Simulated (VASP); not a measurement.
Method: PBE GGA, VASP's PBE PAW potentials (set 64) (plane waves; VASP).

The input files of a VASP run:

File POSCAR:
```
Ta
1.650
 -1.0000000000   1.0000000000   1.0000000000
  1.0000000000  -1.0000000000   1.0000000000
  1.0000000000   1.0000000000  -1.0000000000
Ta
1
direct
  0.0000000000   0.0000000000   0.0000000000
```

### KPOINTS
```
Automatic mesh
0
Gamma
14 14 14
0 0 0
```

### INCAR
```
SYSTEM=Ta
PREC=Accurate; ENCUT=400; LREAL=.False.
LASPH=.True.
EDIFF=1E-6; NELM=100; ALGO=Normal
IMIX=4; AMIX=1.0; BMIX=1.0
LMAXMIX=6
ISMEAR=1; SIGMA=0.1
GGA=PE
ISIF=2
LWAVE=.False.; LCHARG=.False.
```

POTCAR, in this order: Ta_pv (PBE.64 set). Program: vasp_std.

Unless said otherwise, spin-orbit coupling is left out, though it shifts the bands of the heavy elements here.

Q: Predict the energy per atom (σ→0), pressure, band gap (on the k-mesh).

A: 
```json
{
  "energy per atom (σ→0)": "-1140.0 kJ/mol of atoms",
  "band gap (on the k-mesh)": "none (metal, semimetal or under 0.01 eV)",
  "pressure": "37.0 kbar"
}
```

### OSZICAR
```
...
DAV:   6    -0.119011934210E+02    0.36842E+00   -0.30977E+00  1943   0.213E+01    0.275E+00
DAV:   7    -0.118198660465E+02    0.81327E-01   -0.51669E-01  1936   0.859E+00    0.312E+00
DAV:   8    -0.118152120381E+02    0.46540E-02   -0.14752E-02  1942   0.147E+00    0.367E-01
DAV:   9    -0.118153071102E+02   -0.95072E-04   -0.72061E-05  2159   0.112E-01    0.617E-03
DAV:  10    -0.118153038884E+02    0.32217E-05   -0.13426E-06  1671   0.122E-02    0.275E-03
DAV:  11    -0.118153019604E+02    0.19281E-05   -0.26061E-07   992   0.317E-03    0.101E-03
DAV:  12    -0.118153014947E+02    0.46565E-06   -0.57019E-08   968   0.125E-03
   1 F= -.11815301E+02 E0= -.11815403E+02  d E =0.304944E-03
```

The compound is Ta in the bcc structure. The cell was not relaxed at this level. The run is one of a series of settings (AMIX = 1.0, BMIX = 1.0, IMIX = 4 against the base run), some of them coarse on purpose.
